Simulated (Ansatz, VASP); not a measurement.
Ni2SbTe: VASP beside Ansatz

INCAR

```
SYSTEM = Ni2SbTe
  ALGO = Normal
  EDIFF = 1E-7
  ENCUT = 520
  GGA = PE
  ISIF = 2
  ISMEAR = -1
  ISPIN = 2
  LASPH = .True.
  LCHARG = .False.
  LMAXMIX = 4
  LORBIT = 11
  LREAL = .False.
  LWAVE = .False.
  MAGMOM = 0 0 1 1
  NBANDS = 28
  NELM = 150
  PREC = Accurate
  SIGMA = 0.05
```

The input KPOINTS:

```
k-points
0
Gamma
  8 8 5
  0 0 0
```

File POSCAR:

```
Ni2SbTe
1.0
    3.9390071651      0.0000000000      0.0000000000
   -1.9695035825      3.4112802706      0.0000000000
    0.0000000000      0.0000000000      5.1685586868
Te Sb Ni
1 1 2
Direct
    0.3333333333      0.6666666667      0.0000000000
    0.6666666667      0.3333333333      0.5000000000
    0.0000000000      0.0000000000      0.2531824000
    0.0000000000      0.0000000000      0.7468176000
```

The input input.yaml:

```yaml
crystal:
  lattice:
    - [3.9390071651, 0.0, 0.0]
    - [-1.9695035825, 3.4112802706, 0.0]
    - [0.0, 0.0, 5.1685586868]
  atoms:
    - { symbol: Te, position: [0.3333333333, 0.6666666667, 0.0] }
    - { symbol: Sb, position: [0.6666666667, 0.3333333333, 0.5] }
    - { symbol: Ni, position: [0.0, 0.0, 0.2531824], spin: 1.0 }
    - { symbol: Ni, position: [0.0, 0.0, 0.7468176], spin: 1.0 }
hamiltonian:
  xc: pbe
  pseudopotentials: { kind: paw }
magnetization:
  spin_polarized: true
kpoints:
  mp_grid: { grid: [8, 8, 5] }
scf:
  occupations: { method: fermi_dirac, width: 0.05 }
output:
  forces: true
  stress: true
  eigenvalues: true
  write_density: true
  write_potential: true
  elf: true
  volumetric_format: npy
```

Change from the starting cell: volume scaled by 0.98.

Alike in both runs: task single point; functional PBE; k mesh 8 × 8 × 5; occupations fermi-dirac, width 0.05 eV; collinear spin, ferromagnetic start.

|  | VASP | Ansatz |
| --- | --- | --- |
| version | VASP 6.6.1 | Ansatz 0.2.0 |
| potentials or method | VASP PAW PBE potentials, release 64 (Te, Sb, Ni) | Ansatz PAW |
| plane-wave cutoff (eV) | 520 | 420 |
| valence electrons in the cell | 31 | 67 |

VASP gave:

```
gap on the k mesh at the Fermi level (eV)       : none
pressure (GPa)                                  : 5.2
largest component of the traceless stress (GPa) : 0.65
rms of the force components (eV/Å)              : 0.014
net moment per atom (μB)                        : 0.00
```

What did Ansatz give for the same quantities?

gap on the k mesh at the Fermi level (eV): none; pressure (GPa): 5.3; largest component of the traceless stress (GPa): 0.70; rms of the force components (eV/Å): 0.015; net moment per atom (μB): 0.00.

Atom by atom the forces differ by 0.000 eV/Å (rms over components). A gap of «none» marks a metal or a gap that the smearing closes. The two sets of potentials don't hold the same shells in valence.

Caveats: the starting moments weren't kept (Ansatz). The runs have no spin-orbit coupling, so splittings on Sb, Te are missing.
